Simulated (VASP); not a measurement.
Method: LDA (Ceperley-Alder, Perdew-Zunger), VASP's LDA PAW potentials (set 64) (plane waves; VASP).

A VASP calculation is set up with these files.

INCAR:
```
SYSTEM  =  NaCl
PREC  =  Accurate; ENCUT  =  520; LREAL  =  .False.
LASPH  =  .True.
EDIFF  =  1E-6; NELM  =  100; ALGO  =  Normal
ISMEAR  =  0; SIGMA  =  0.05
IBRION  =  2; NSW  =  60; ISIF  =  3
EDIFFG  =  -0.01
LWAVE  =  .False.; LCHARG  =  .False.
```

**KPOINTS**
```
kpoints
0
gamma
  7 7 7
```

POSCAR:
```
NaCl
1.0
  0.0000000000   2.8200000000   2.8200000000
  2.8200000000   0.0000000000   2.8200000000
  2.8200000000   2.8200000000   0.0000000000
Na Cl
1 1
Cart
  0.0000000000   0.0000000000   0.0000000000
  2.8200000000   2.8200000000   2.8200000000
```

POTCAR, in this order: Na_pv Cl (LDA.64 set). Program: vasp_std.

The resulting files:

File OSZICAR:
```
       N       E                     dE             d eps       ncg     rms          rms(c)
DAV:   1     0.946073489986E+02    0.94607E+02   -0.72821E+03   440   0.127E+03
DAV:   2     0.487316890718E+00   -0.94120E+02   -0.88249E+02   509   0.278E+02
DAV:   3    -0.739711245836E+01   -0.78844E+01   -0.78414E+01   536   0.807E+01
DAV:   4    -0.755303164430E+01   -0.15592E+00   -0.15580E+00   479   0.126E+01
DAV:   5    -0.755640394040E+01   -0.33723E-02   -0.33721E-02   603   0.186E+00    0.203E+00
DAV:   6    -0.737838424165E+01    0.17802E+00   -0.34315E-01   494   0.418E+00    0.150E+00
DAV:   7    -0.735813991436E+01    0.20244E-01   -0.58917E-02   608   0.169E+00    0.950E-01
DAV:   8    -0.735634111619E+01    0.17988E-02   -0.47009E-03   518   0.793E-01    0.244E-01
DAV:   9    -0.735627069204E+01    0.70424E-04   -0.17996E-04   506   0.124E-01    0.121E-01
DAV:  10    -0.735627930552E+01   -0.86135E-05   -0.67746E-05   542   0.763E-02    0.879E-03
DAV:  11    -0.735627920249E+01    0.10303E-06   -0.20891E-06   479   0.179E-02
   1 F= -.73562792E+01 E0= -.73562792E+01  d E =-.735628E+01
       N       E                     dE             d eps       ncg     rms          rms(c)
DAV:   1    -0.760157881822E+01   -0.24530E+00   -0.46531E+00   494   0.317E+01    0.303E+00
DAV:   2    -0.741854205048E+01    0.18304E+00   -0.31709E-01   491   0.564E+00    0.118E+00
DAV:   3    -0.738697235045E+01    0.31570E-01   -0.62500E-02   497   0.280E+00    0.603E-01
DAV:   4    -0.738230475906E+01    0.46676E-02   -0.20649E-03   641   0.658E-01    0.455E-02
DAV:   5    -0.738222733173E+01    0.77427E-04   -0.20486E-04   500   0.160E-01    0.202E-02
DAV:   6    -0.738222251704E+01    0.48147E-05   -0.11445E-05   515   0.564E-02    0.992E-03
DAV:   7    -0.738222226292E+01    0.25412E-06   -0.21364E-06   269   0.181E-02
   2 F= -.73822223E+01 E0= -.73822223E+01  d E =-.259431E-01
       N       E                     dE             d eps       ncg     rms          rms(c)
DAV:   1    -0.778704867277E+01   -0.40483E+00   -0.84868E+00   488   0.430E+01    0.417E+00
DAV:   2    -0.745610761846E+01    0.33094E+00   -0.54456E-01   488   0.769E+00    0.161E+00
DAV:   3    -0.739624137659E+01    0.59866E-01   -0.12101E-01   500   0.395E+00    0.847E-01
DAV:   4    -0.738789382279E+01    0.83476E-02   -0.40086E-03   649   0.901E-01    0.632E-02
DAV:   5    -0.738774857932E+01    0.14524E-03   -0.39977E-04   491   0.202E-01    0.271E-02
DAV:   6    -0.738774085316E+01    0.77262E-05   -0.23335E-05   506   0.817E-02    0.145E-02
DAV:   7    -0.738774040577E+01    0.44739E-06   -0.40781E-06   434   0.246E-02
   3 F= -.73877404E+01 E0= -.73877404E+01  d E =-.314612E-01
       N       E                     dE             d eps       ncg     rms          rms(c)
DAV:   1    -0.742847003154E+01   -0.40729E-01   -0.85499E-01   488   0.145E+01    0.123E+00
DAV:   2    -0.739662643342E+01    0.31844E-01   -0.54973E-02   485   0.243E+00    0.493E-01
DAV:   3    -0.739083783872E+01    0.57886E-02   -0.11593E-02   500   0.123E+00    0.237E-01
DAV:   4    -0.739004902606E+01    0.78881E-03   -0.38883E-04   641   0.278E-01    0.171E-02
DAV:   5    -0.739003593104E+01    0.13095E-04   -0.41003E-05   494   0.683E-02    0.943E-03
DAV:   6    -0.739003455301E+01    0.13780E-05   -0.21736E-06   412   0.241E-02    0.400E-03
DAV:   7    -0.739003449685E+01    0.56155E-07   -0.30627E-07   220   0.752E-03
   4 F= -.73900345E+01 E0= -.73900345E+01  d E =-.337553E-01
       N       E                     dE             d eps       ncg     rms          rms(c)
DAV:   1    -0.739131176435E+01   -0.12772E-02   -0.27806E-02   488   0.258E+00    0.225E-01
DAV:   2    -0.739025935343E+01    0.10524E-02   -0.18077E-03   488   0.438E-01    0.897E-02
DAV:   3    -0.739006936408E+01    0.18999E-03   -0.37974E-04   500   0.221E-01    0.436E-02
DAV:   4    -0.739004315370E+01    0.26210E-04   -0.12773E-05   649   0.505E-02    0.307E-03
DAV:   5    -0.739004271820E+01    0.43550E-06   -0.12291E-06   241   0.125E-02
   5 F= -.73900427E+01 E0= -.73900427E+01  d E =-.337635E-01
       N       E                     dE             d eps       ncg     rms          rms(c)
DAV:   1    -0.739035888295E+01   -0.31573E-03   -0.66680E-03   488   0.126E+00    0.111E-01
DAV:   2    -0.739010571055E+01    0.25317E-03   -0.43462E-04   488   0.216E-01    0.440E-02
DAV:   3    -0.739006029668E+01    0.45414E-04   -0.91607E-05   497   0.109E-01    0.214E-02
DAV:   4    -0.739005401608E+01    0.62806E-05   -0.25731E-06   331   0.245E-02    0.137E-03
DAV:   5    -0.739005394992E+01    0.66160E-07   -0.46453E-07   220   0.115E-02
   6 F= -.73900539E+01 E0= -.73900539E+01  d E =-.337747E-01
```

File OUTCAR:
```
------------------------ aborting loop because EDIFF is reached ----------------------------------------
  FORCE on cell =-STRESS in cart. coord.  units (eV):
  Direction    XX          YY          ZZ          XY          YZ          ZX
  --------------------------------------------------------------------------------------
  Total        0.0034412      0.0034412      0.0034412     -0.0000000      0.0000000      0.0000000
  in kB        0.1351120      0.1351120      0.1351120     -0.0000000      0.0000000      0.0000000
  external PRESSURE =       0.1351120 kB  Pullay stress =       0.0000000 kB
  volume of cell :       40.81
      direct lattice vectors                 reciprocal lattice vectors
     0.000000000  2.732530991  2.732530991    -0.182980541  0.182980541  0.182980541
     2.732530991  0.000000000  2.732530991     0.182980541 -0.182980541  0.182980541
     2.732530991  2.732530991 -0.000000000     0.182980541  0.182980541 -0.182980541
  FREE ENERGIE OF THE ION-ELECTRON SYSTEM (eV)
  ---------------------------------------------------
  free  energy   TOTEN  =        -7.3900539499 eV

  energy  without entropy=       -7.3900539499  energy(sigma->0) =       -7.39005395

 reached required accuracy - stopping structural energy minimisation
```
(Selected blocks of OUTCAR.)

CONTCAR:
```
NaCl
   1.00000000000000
     0.0000000000000000    2.7325309910293387    2.7325309910293387
     2.7325309910293387    0.0000000000000000    2.7325309910293387
     2.7325309910293387    2.7325309910293387   -0.0000000000000000
  Na              Cl
     1     1
Direct
     0.0000000000000000    0.0000000000000000    0.0000000000000000
     0.5000000000000000    0.5000000000000000    0.5000000000000000
```

Energy and stress use the plane-wave basis of the starting cell.

The compound is NaCl in the rock salt structure. This run relaxes it. Symmetry was kept, so distortions that lower it aren't found.
